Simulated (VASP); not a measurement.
The system is Ti3BiO3.

```
Ti Bi O
1.0
     3.86235    0.00000    0.00000
    -1.93117    3.34489    0.00000
     0.00000    0.00000    8.79124
Ti Bi O
3 1 3
Direct
  0.00000 0.00000 0.24942
  0.00000 0.00000 0.75058
  0.00000 0.00000 0.00000
  0.00000 0.00000 0.50000
  0.50000 0.00000 0.00000
  0.00000 0.50000 0.00000
  0.50000 0.50000 0.00000
```

The cell was built by a generator and needn't be a form met in nature.

```yaml
Program: VASP 6.6.1
Task: relaxation of cell and atoms
Functional: PBE
Potentials_or_basis: VASP PAW PBE potentials, release 64 (Ti_sv, Bi_d, O)
Cutoff: 520 eV
k_mesh: 4 × 4 × 2
Occupations: gaussian, width 0.15 eV
Spin: no spin polarisation
```

At the start: pressure 37.0 GPa; volume 16.23 Å³/atom.

Q: Where does the relaxation end?

A: Over 13 steps the energy falls by 665.5 meV/atom and the volume is 21.23 Å³/atom (+30.8 %); space group P6/mmm (No. 191, to 0.05 Å).

The path:
| step | energy change (eV) | largest force (eV/Å) | pressure (GPa) | volume (Å³) |
| --- | --- | --- | --- | --- |
| 1 | 0.0000 | 5.7001 | 36.98 | 113.58 |
| 2 | 0.2298 | 1.0173 | -14.36 | 184.56 |
| 3 | -3.9658 | 1.1969 | -0.84 | 140.32 |
| 4 | -4.0702 | 1.0908 | 5.53 | 139.46 |
| 5 | -4.3934 | 0.8527 | 1.62 | 144.76 |
| 6 | -4.5730 | 0.4364 | -1.25 | 150.61 |
| 7 | -4.5880 | 0.3046 | -2.29 | 152.73 |
| 8 | -4.6513 | 0.0317 | 1.37 | 146.87 |
| 9 | -4.6549 | 0.1121 | 0.34 | 148.06 |
| 10 | -4.6553 | 0.0955 | 0.40 | 147.97 |
| 11 | -4.6543 | 0.0806 | 0.60 | 147.42 |
| 12 | -4.6552 | 0.0979 | 0.59 | 147.82 |
| 13 | -4.6583 | 0.0426 | 0.13 | 148.59 |

Final structure:
```xyz
7
Lattice="3.9784 0.0000 0.0000 -1.9892 3.4454 0.0000 0.0000 0.0000 10.8408" Properties=species:S:1:pos:R:3 pbc="T T T"
Ti   -1.9892    3.4454    2.7545
Ti    0.0000    0.0000    8.0863
Ti    3.9784    0.0000    0.0000
Bi    3.9784    0.0000    5.4204
O     1.9892    0.0000    0.0000
O     2.9838    1.7227    0.0000
O     0.9946    1.7227    0.0000
```

Caveat: the k mesh is coarse (spacing up to 0.47 Å⁻¹), so the values aren't converged; the volume moved by over 15 % at a fixed basis, so the end points are rough; an odd number of electrons without spin polarisation forces a metal; a magnetic or distorted state may lie lower; the relaxation stopped at a loose force limit of 0.08 eV/Å, so its end isn't a converged minimum.
